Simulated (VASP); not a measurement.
Here is the system:

```
CELL_PARAMETERS angstrom
      0.00000     2.97419     2.97419
      2.97419     0.00000     2.97419
      2.97419     2.97419     0.00000
ATOMIC_POSITIONS crystal
  Hg 0.00000 0.00000 0.00000
  S  0.25000 0.25000 0.25000
```

Computed with optB86b-vdW, VASP's PBE PAW potentials (set 64) (plane waves; VASP). Numerical set-up: 520 eV cut-off, Gaussian smearing of 0.050 eV, potentials Hg S.

Give the energies of bands 2 to 11 at the high-symmetry points, in eV from the Fermi level.

| band | Γ | X | U | L | W |
|---|---|---|---|---|---|
| 2 | -6.80 | -6.66 | -6.56 | -6.61 | -6.48 |
| 3 | -6.80 | -6.23 | -6.34 | -6.61 | -6.36 |
| 4 | -6.80 | -6.23 | -6.17 | -5.93 | -6.08 |
| 5 | -5.99 | -5.85 | -5.92 | -5.93 | -6.05 |
| 6 | -5.99 | -5.61 | -5.42 | -5.63 | -5.31 |
| 7 | -0.60 | -4.66 | -4.87 | -5.20 | -4.90 |
| 8 | 0.00 | -2.14 | -2.66 | -0.89 | -2.58 |
| 9 | 0.00 | -2.14 | -1.73 | -0.89 | -2.17 |
| 10 | 0.00 | 3.10 | 3.20 | 1.51 | 3.64 |
| 11 | 6.05 | 3.44 | 4.68 | 6.74 | 5.28 |

It has no gap at this level: it comes out as a metal or semimetal.

The compound is HgS in the zinc blende structure, metacinnabar; cinnabar is the stable form. It was relaxed first, which changed the volume by +5 %.
